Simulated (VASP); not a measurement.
```
BaTiO3
1.0
    3.99064     0.00000     0.00000
    0.00000     3.99064     0.00000
    0.00000     0.00000     3.99064
Ba Ti O
1 1 3
Direct
  0.00000   0.00000   0.00000
  0.50000   0.50000   0.50000
  0.50000   0.00000   0.50000
  0.00000   0.50000   0.50000
  0.50000   0.50000   0.00000
```

These are PW91 GGA, VASP's PBE PAW potentials (set 64) (plane waves; VASP 6.6.1) values and carry that method's errors. Settings: 520 eV cut-off, 6×6×6 Γ-centred mesh, Gaussian smearing of 0.050 eV, potentials Ba_sv Ti_sv O.

### Question
Give the stress tensor in GPa (positive for a compressed cell).

### Answer

```
5.21  0.00  0.00
0.00  5.21  0.00
0.00  0.00  5.21
```
The pressure is its mean diagonal, 5.21 GPa.

The compound is BaTiO3 in the cubic perovskite structure, the ideal cubic form; the compound distorts at low or room temperature. This cell is one point of a volume scan, at 0.97 of the reference volume.
